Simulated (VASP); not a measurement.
# YSi with PBEsol: from relaxation to properties, part 4 of 5

What structure and properties does PBEsol give YSi, and how near are they to the measured ones? The start is a computed cell from the Materials Project.

VASP 6.6.1, plane waves and PAW; the level of theory is named at each step.

Still holding for the runs below: The k-mesh is coarse for a metal.

So far. Step 7 (Bands along the symmetry lines (PBEsol + SOC)): Of the bands kept, 4 cross the Fermi level on this path (spinor bands, one electron each).

## 8. Volume scan with PBEsol, volume scale 0.94

This step: PBEsol; plane waves and PAW (Y_sv, Si) (VASP 6.6.1).

An equation of state needs energies on both sides of the minimum, all on one mesh and cutoff.

INCAR reads:

```
SYSTEM = YSi
PREC = Accurate
ENCUT = 400
EDIFF = 1E-06
NELM = 100
ISMEAR = 0
SIGMA = 0.05
LREAL = .FALSE.
ALGO = Normal
GGA = PS
NBANDS = 21
LASPH = .TRUE.
LORBIT = 11
LWAVE = .FALSE.
LCHARG = .FALSE.
KPAR = 4
ISIF = 2
```

POSCAR reads:

```
YSi
1.0
    2.0722863198     -5.1170837925      0.0000000000
    2.0722863198      5.1170837925      0.0000000000
    0.0000000000      0.0000000000      3.7346876343
Y Si
2 2
Direct
    0.1401117856      0.8598882144      0.2500000000
    0.8598882144      0.1401117856      0.7500000000
    0.4237875938      0.5762124062      0.2500000000
    0.5762124062      0.4237875938      0.7500000000
```

KPOINTS reads:

```
Automatic mesh
0
Gamma
7 7 7
0 0 0
```

Potentials, in the order of the species: Y_sv and Si (PBE family, release 64).

Command:

```
$ mpirun -np 4 vasp_std
```

Log:

```text
[... set-up lines as in an earlier step ...]
 entering main loop
       N       E                     dE             d eps       ncg     rms          rms(c)
DAV:   1     0.104859113088E+03    0.10486E+03   -0.12568E+04  2696   0.111E+03
DAV:   2    -0.207450454492E+02   -0.12560E+03   -0.12082E+03  3236   0.258E+02
DAV:   3    -0.297257260965E+02   -0.89807E+01   -0.88664E+01  4668   0.462E+01
DAV:   4    -0.300204028760E+02   -0.29468E+00   -0.29389E+00  3458   0.856E+00
DAV:   5    -0.300292887728E+02   -0.88859E-02   -0.88841E-02  4016   0.132E+00    0.471E+01
DAV:   6    -0.288385457061E+02    0.11907E+01   -0.27288E+00  3119   0.769E+00    0.319E+01
DAV:   7    -0.288044754139E+02    0.34070E-01   -0.22937E+00  4080   0.703E+00    0.506E+00
DAV:   8    -0.287331514205E+02    0.71324E-01   -0.71828E-01  3039   0.388E+00    0.159E+00
DAV:   9    -0.287310750069E+02    0.20764E-02   -0.35872E-02  3744   0.102E+00    0.368E-01
DAV:  10    -0.287309401672E+02    0.13484E-03   -0.22811E-03  3883   0.358E-01    0.874E-02
DAV:  11    -0.287309266265E+02    0.13541E-04   -0.10043E-04  3470   0.604E-02    0.644E-02
DAV:  12    -0.287309229125E+02    0.37140E-05   -0.23043E-05  3380   0.289E-02    0.456E-02
DAV:  13    -0.287309229495E+02   -0.37013E-07   -0.76000E-06  3274   0.172E-02
   1 F= -.28730923E+02 E0= -.28728478E+02  d E =-.489076E-02
```

Run time: 34 s. Hardware: 4 MPI ranks of AMD EPYC 7R43, shared host; peak memory 0.81 GiB; 2.2 min of CPU time.

Parts of OUTCAR (step 8):

```text
   ENCUT  =  400.0 eV  29.40 Ry    5.42 a.u.   9.00  9.00  6.09*2*pi/ulx,y,z

   NELECT =      30.0000    total number of electrons

 E-fermi :   6.0748

 k-point     1 :       0.0000    0.0000    0.0000
  band No.  band energies     occupation
    ...
     10      -0.0288      2.00000
     11       3.2744      2.00000
     12       3.7066      2.00000
     13       4.4248      2.00000
     14       4.5946      2.00000
     15       6.3192      0.00000
     16       6.9608      0.00000
     17       7.9025      0.00000
     18       8.7517      0.00000
     19       8.8308      0.00000
    ...

  Total        3.3221252      3.3261447      3.3537164      0.0000000     -0.0000000      0.0000000
  in kB       67.2001133     67.2814202     67.8391416      0.0000000     -0.0000000      0.0000000
  external PRESSURE =      67.4402250 kB  Pullay stress =       0.0000000 kB

 POSITION                                       TOTAL-FORCE (eV/Angst)
 -----------------------------------------------------------------------------------
      2.07229      3.68316      0.93367         0.000000     -0.107191     -0.000000
      2.07229     -3.68316      2.80102         0.000000      0.107191     -0.000000
      2.07229      0.77997      0.93367         0.000000      0.043500     -0.000000
      2.07229     -0.77997      2.80102         0.000000     -0.043500      0.000000
 -----------------------------------------------------------------------------------
    total drift:                                0.000000      0.000000      0.000000

  FREE ENERGIE OF THE ION-ELECTRON SYSTEM (eV)
  ---------------------------------------------------
  free  energy   TOTEN  =       -28.7309229495 eV

  energy  without entropy=      -28.7260321895  energy(sigma->0) =      -28.72847757

[... 3 parts as in an earlier step ...]

[... 13 further parts left out ...]
```

The scan keeps the cell's shape and the fractional positions fixed.

This step gave:

* bands: 21
* irreducible k-points: 64
* free energy (TOTEN): -28.73 eV
* energy at zero smearing: -28.73 eV
* Fermi energy: 6.075 eV
* pressure: 6.744 GPa

Force by atom:

| atom | x (eV/Å) | y (eV/Å) | z (eV/Å) | size |
| --- | --- | --- | --- | --- |
| Y1 | 0.000 | -0.107 | 0.000 | 0.107 |
| Y2 | 0.000 | 0.107 | 0.000 | 0.107 |
| Si3 | 0.000 | 0.043 | 0.000 | 0.043 |
| Si4 | 0.000 | -0.043 | 0.000 | 0.043 |

The pressure here is 6.74 GPa.

## 9. Volume scan with PBEsol, volume scale 0.96

INCAR is that of step 8.

POSCAR reads:

```
YSi
1.0
    2.0868803663     -5.1531207812      0.0000000000
    2.0868803663      5.1531207812      0.0000000000
    0.0000000000      0.0000000000      3.7609891180
Y Si
2 2
Direct
    0.1401117856      0.8598882144      0.2500000000
    0.8598882144      0.1401117856      0.7500000000
    0.4237875938      0.5762124062      0.2500000000
    0.5762124062      0.4237875938      0.7500000000
```

KPOINTS is that of step 8.

Command:

```
$ mpirun -np 4 vasp_std
```

Log:

```text
[... set-up lines as in an earlier step ...]
 entering main loop
       N       E                     dE             d eps       ncg     rms          rms(c)
DAV:   1     0.104928600779E+03    0.10493E+03   -0.12579E+04  2688   0.111E+03
DAV:   2    -0.203271961328E+02   -0.12526E+03   -0.11993E+03  3174   0.258E+02
DAV:   3    -0.297594929592E+02   -0.94323E+01   -0.92702E+01  4692   0.464E+01
DAV:   4    -0.300936078928E+02   -0.33411E+00   -0.33313E+00  3410   0.891E+00
DAV:   5    -0.301024779382E+02   -0.88700E-02   -0.88679E-02  3994   0.135E+00    0.455E+01
DAV:   6    -0.289012326130E+02    0.12012E+01   -0.27535E+00  3109   0.764E+00    0.309E+01
DAV:   7    -0.288629853395E+02    0.38247E-01   -0.23017E+00  4082   0.700E+00    0.509E+00
DAV:   8    -0.287915171183E+02    0.71468E-01   -0.72432E-01  3062   0.387E+00    0.158E+00
DAV:   9    -0.287892178046E+02    0.22993E-02   -0.37106E-02  3723   0.102E+00    0.376E-01
DAV:  10    -0.287891020190E+02    0.11579E-03   -0.24397E-03  3914   0.366E-01    0.861E-02
DAV:  11    -0.287890867685E+02    0.15251E-04   -0.10963E-04  3371   0.636E-02    0.667E-02
DAV:  12    -0.287890829864E+02    0.37821E-05   -0.27537E-05  3449   0.310E-02    0.512E-02
DAV:  13    -0.287890829334E+02    0.53008E-07   -0.88103E-06  3264   0.183E-02
   1 F= -.28789083E+02 E0= -.28786683E+02  d E =-.479906E-02
```

Elapsed: 34 s, on 4 MPI ranks; peak memory 0.84 GiB; 2.2 min of CPU time.

Parts of OUTCAR (step 9):

```text
   ENCUT  =  400.0 eV  29.40 Ry    5.42 a.u.   9.07  9.07  6.13*2*pi/ulx,y,z

   NELECT =      30.0000    total number of electrons

 E-fermi :   5.9291

 k-point     1 :       0.0000    0.0000    0.0000
  band No.  band energies     occupation
    ...
     10      -0.1502      2.00000
     11       3.1213      2.00000
     12       3.5688      2.00000
     13       4.2713      2.00000
     14       4.4913      2.00000
     15       6.1581      0.00000
     16       6.7753      0.00000
     17       7.7224      0.00000
     18       8.5700      0.00000
     19       8.6352      0.00000
    ...

  Total        2.1490145      2.1409609      2.1630021      0.0000000     -0.0000000      0.0000000
  in kB       42.5647394     42.4052249     42.8417877      0.0000000     -0.0000000      0.0000000
  external PRESSURE =      42.6039174 kB  Pullay stress =       0.0000000 kB

 POSITION                                       TOTAL-FORCE (eV/Angst)
 -----------------------------------------------------------------------------------
      2.08688      3.70909      0.94025         0.000000     -0.065371     -0.000000
      2.08688     -3.70909      2.82074         0.000000      0.065371      0.000000
      2.08688      0.78546      0.94025         0.000000      0.026761     -0.000000
      2.08688     -0.78546      2.82074         0.000000     -0.026761      0.000000
 -----------------------------------------------------------------------------------
    total drift:                                0.000000      0.000000      0.000000

  FREE ENERGIE OF THE ION-ELECTRON SYSTEM (eV)
  ---------------------------------------------------
  free  energy   TOTEN  =       -28.7890829334 eV

  energy  without entropy=      -28.7842838689  energy(sigma->0) =      -28.78668340

[... 4 parts as in an earlier step ...]

[... 12 further parts left out ...]
```

Numbers from this step:

```
free energy (TOTEN)     : -28.79 eV
energy at zero smearing : -28.79 eV
Fermi energy            : 5.929 eV
pressure                : 4.260 GPa
```

Force by atom:

| atom | x (eV/Å) | y (eV/Å) | z (eV/Å) | size |
| --- | --- | --- | --- | --- |
| Y1 | 0.0000 | -0.0654 | 0.0000 | 0.0654 |
| Y2 | 0.0000 | 0.0654 | 0.0000 | 0.0654 |
| Si3 | 0.0000 | 0.0268 | 0.0000 | 0.0268 |
| Si4 | 0.0000 | -0.0268 | 0.0000 | 0.0268 |

The pressure falls from 6.74 to 4.26 GPa.

The run ends at a pressure of 4.26 GPa, with forces up to 0.065 eV/Å.

## 10. Volume scan with PBEsol, volume scale 0.98

INCAR is that of step 9.

POSCAR reads:

```
YSi
1.0
    2.1012730995     -5.1886606683      0.0000000000
    2.1012730995      5.1886606683      0.0000000000
    0.0000000000      0.0000000000      3.7869277936
Y Si
2 2
Direct
    0.1401117856      0.8598882144      0.2500000000
    0.8598882144      0.1401117856      0.7500000000
    0.4237875938      0.5762124062      0.2500000000
    0.5762124062      0.4237875938      0.7500000000
```

KPOINTS is that of step 9.

Command:

```
$ mpirun -np 4 vasp_std
```

Log:

```text
[... set-up lines as in an earlier step ...]
 entering main loop
       N       E                     dE             d eps       ncg     rms          rms(c)
DAV:   1     0.105395413407E+03    0.10540E+03   -0.12604E+04  2688   0.111E+03
DAV:   2    -0.207949222364E+02   -0.12619E+03   -0.12170E+03  3236   0.260E+02
DAV:   3    -0.298005902850E+02   -0.90057E+01   -0.89215E+01  4658   0.459E+01
DAV:   4    -0.301428086007E+02   -0.34222E+00   -0.34125E+00  3463   0.893E+00
[...]
DAV:  11    -0.288223876486E+02    0.13542E-04   -0.10082E-04  3480   0.606E-02    0.670E-02
DAV:  12    -0.288223835604E+02    0.40882E-05   -0.28837E-05  3423   0.316E-02    0.503E-02
DAV:  13    -0.288223835925E+02   -0.32052E-07   -0.89477E-06  3259   0.184E-02
   1 F= -.28822384E+02 E0= -.28820029E+02  d E =-.470872E-02
```

It took 33 s on 4 MPI ranks; peak memory 0.86 GiB.

OUTCAR, selected parts (step 10):

```text
  Total        1.0460660      1.0275909      1.0423166      0.0000000      0.0000000      0.0000000
  in kB       20.2962063     19.9377459     20.2234585      0.0000000      0.0000000      0.0000000
  external PRESSURE =      20.1524702 kB  Pullay stress =       0.0000000 kB

 POSITION                                       TOTAL-FORCE (eV/Angst)
 -----------------------------------------------------------------------------------
      2.10127      3.73468      0.94673         0.000000     -0.027427      0.000000
      2.10127     -3.73468      2.84020         0.000000      0.027427      0.000000
      2.10127      0.79088      0.94673         0.000000      0.012456      0.000000
      2.10127     -0.79088      2.84020         0.000000     -0.012456     -0.000000
 -----------------------------------------------------------------------------------
    total drift:                                0.000000      0.000000      0.000000

  FREE ENERGIE OF THE ION-ELECTRON SYSTEM (eV)
  ---------------------------------------------------
  free  energy   TOTEN  =       -28.8223835925 eV

  energy  without entropy=      -28.8176748689  energy(sigma->0) =      -28.82002923

[... 1 part as in an earlier step ...]

[... 2 further parts left out ...]
[key lines of the parts left out:]
E-fermi :   5.7879
```

The pressure falls from 4.26 to 2.02 GPa.

The run ends at a pressure of 2.02 GPa, with forces up to 0.027 eV/Å.

## 11. Volume scan with PBEsol, volume scale 1

INCAR is that of step 10.

POSCAR reads:

```
YSi
1.0
    2.1154713214     -5.2237202498      0.0000000000
    2.1154713214      5.2237202498      0.0000000000
    0.0000000000      0.0000000000      3.8125159198
Y Si
2 2
Direct
    0.1401117856      0.8598882144      0.2500000000
    0.8598882144      0.1401117856      0.7500000000
    0.4237875938      0.5762124062      0.2500000000
    0.5762124062      0.4237875938      0.7500000000
```

KPOINTS is that of step 10.

Command:

```
$ mpirun -np 4 vasp_std
```

Log:

```text
[... set-up lines as in an earlier step ...]
 entering main loop
       N       E                     dE             d eps       ncg     rms          rms(c)
[... 13 cycles as in an earlier step ...]
   1 F= -.28833250E+02 E0= -.28830941E+02  d E =-.461830E-02
```

Run time: 35 s. Hardware: 4 MPI ranks; peak memory 0.91 GiB.

Parts of OUTCAR (step 11):

```text
[... 6 parts as in an earlier step ...]

[... 1 further part left out ...]
[key lines of the parts left out:]
E-fermi :   5.6509
```

The pressure falls from 2.02 to -0.01 GPa.

The run ends at a pressure of -0.01 GPa, with forces up to 0.0068 eV/Å.

## 12. Volume scan with PBEsol, volume scale 1.02

INCAR is that of step 11.

POSCAR reads:

```
YSi
1.0
    2.1294814735     -5.2583154318      0.0000000000
    2.1294814735      5.2583154318      0.0000000000
    0.0000000000      0.0000000000      3.8377651054
Y Si
2 2
Direct
    0.1401117856      0.8598882144      0.2500000000
    0.8598882144      0.1401117856      0.7500000000
    0.4237875938      0.5762124062      0.2500000000
    0.5762124062      0.4237875938      0.7500000000
```

KPOINTS is that of step 11.

Command:

```
$ mpirun -np 4 vasp_std
```

Log:

```text
[... set-up lines as in an earlier step ...]
 entering main loop
       N       E                     dE             d eps       ncg     rms          rms(c)
DAV:   1     0.102125452957E+03    0.10213E+03   -0.12550E+04  2688   0.110E+03
DAV:   2    -0.206580868901E+02   -0.12278E+03   -0.11781E+03  3157   0.253E+02
DAV:   3    -0.298237316871E+02   -0.91656E+01   -0.90533E+01  4734   0.457E+01
DAV:   4    -0.301787046557E+02   -0.35497E+00   -0.35399E+00  3487   0.910E+00
[...]
DAV:  11    -0.288238410202E+02    0.11154E-04   -0.10620E-04  3636   0.593E-02    0.665E-02
DAV:  12    -0.288238364677E+02    0.45525E-05   -0.33142E-05  3373   0.330E-02    0.476E-02
DAV:  13    -0.288238366252E+02   -0.15743E-06   -0.86606E-06  3279   0.182E-02
   1 F= -.28823837E+02 E0= -.28821573E+02  d E =-.452758E-02
```

It took 37 s on 4 MPI ranks; peak memory 0.89 GiB; 2.4 min of CPU time.

Parts of OUTCAR (step 12):

```text
  Total       -0.9665286     -0.9940895     -1.0014356      0.0000000      0.0000000      0.0000000
  in kB      -18.0175784    -18.5313558    -18.6682985      0.0000000      0.0000000      0.0000000
  external PRESSURE =     -18.4057443 kB  Pullay stress =       0.0000000 kB

 POSITION                                       TOTAL-FORCE (eV/Angst)
 -----------------------------------------------------------------------------------
      2.12948      3.78481      0.95944         0.000000      0.037796     -0.000000
      2.12948     -3.78481      2.87832         0.000000     -0.037796      0.000000
      2.12948      0.80150      0.95944         0.000000     -0.009161      0.000000
      2.12948     -0.80150      2.87832         0.000000      0.009161     -0.000000
 -----------------------------------------------------------------------------------
    total drift:                                0.000000      0.000000      0.000000

  FREE ENERGIE OF THE ION-ELECTRON SYSTEM (eV)
  ---------------------------------------------------
  free  energy   TOTEN  =       -28.8238366252 eV

  energy  without entropy=      -28.8193090402  energy(sigma->0) =      -28.82157283

[... 1 part as in an earlier step ...]

[... 2 further parts left out ...]
[key lines of the parts left out:]
E-fermi :   5.5180
```

The pressure falls from -0.01 to -1.84 GPa.

The run ends at a pressure of -1.84 GPa, with forces up to 0.038 eV/Å.

## 13. Volume scan with PBEsol, volume scale 1.04

INCAR is that of step 12.

POSCAR reads:

```
YSi
1.0
    2.1433096628     -5.2924612940      0.0000000000
    2.1433096628      5.2924612940      0.0000000000
    0.0000000000      0.0000000000      3.8626863564
Y Si
2 2
Direct
    0.1401117856      0.8598882144      0.2500000000
    0.8598882144      0.1401117856      0.7500000000
    0.4237875938      0.5762124062      0.2500000000
    0.5762124062      0.4237875938      0.7500000000
```

KPOINTS is that of step 12.

Command:

```
$ mpirun -np 4 vasp_std
```

Log:

```text
[... set-up lines as in an earlier step ...]
 entering main loop
       N       E                     dE             d eps       ncg     rms          rms(c)
DAV:   1     0.100932049154E+03    0.10093E+03   -0.12589E+04  2688   0.110E+03
DAV:   2    -0.206475409615E+02   -0.12158E+03   -0.11709E+03  3155   0.253E+02
DAV:   3    -0.298075370071E+02   -0.91600E+01   -0.90647E+01  4707   0.452E+01
DAV:   4    -0.301708698458E+02   -0.36333E+00   -0.36213E+00  3473   0.914E+00
[...]
DAV:  11    -0.287961142363E+02    0.12325E-04   -0.96408E-05  3576   0.540E-02    0.601E-02
DAV:  12    -0.287961101137E+02    0.41225E-05   -0.27891E-05  3404   0.299E-02    0.396E-02
DAV:  13    -0.287961104333E+02   -0.31959E-06   -0.60680E-06  3283   0.151E-02
   1 F= -.28796110E+02 E0= -.28793891E+02  d E =-.443874E-02
```

The job ended after 37 s (4 MPI ranks; peak memory 0.91 GiB).

OUTCAR, selected parts (step 13):

```text
  Total       -1.8869976     -1.9098530     -1.9323895      0.0000000      0.0000000      0.0000000
  in kB      -34.5000613    -34.9179289    -35.3299649      0.0000000      0.0000000      0.0000000
  external PRESSURE =     -34.9159850 kB  Pullay stress =       0.0000000 kB

 POSITION                                       TOTAL-FORCE (eV/Angst)
 -----------------------------------------------------------------------------------
      2.14331      3.80939      0.96567         0.000000      0.065811     -0.000000
      2.14331     -3.80939      2.89701         0.000000     -0.065811      0.000000
      2.14331      0.80670      0.96567         0.000000     -0.017392      0.000000
      2.14331     -0.80670      2.89701         0.000000      0.017392     -0.000000
 -----------------------------------------------------------------------------------
    total drift:                                0.000000      0.000000      0.000000

  FREE ENERGIE OF THE ION-ELECTRON SYSTEM (eV)
  ---------------------------------------------------
  free  energy   TOTEN  =       -28.7961104333 eV

  energy  without entropy=      -28.7916716934  energy(sigma->0) =      -28.79389106

[... 1 part as in an earlier step ...]

[... 2 further parts left out ...]
[key lines of the parts left out:]
E-fermi :   5.3891
```

The pressure falls from -1.84 to -3.49 GPa.

The run ends at a pressure of -3.49 GPa, with forces up to 0.066 eV/Å.

(Part 4 of 5 ends here.)

[Lines on the potential files, build, host, timing and source positions are cut from VASP's logs without a mark.]

[Logs are printed without paths, hosts, clocks, repeated set-up lines and the standing remarks that a program may print on its own settings, such as how far it seeks lower states.]

[Hosts, paths, dates, database ids (printed as entryN), source tags and the programs' standing remarks are cut or masked in the printed files.]

[A measured line is paired with the nearest computed mode of its activity, which favours agreement.]
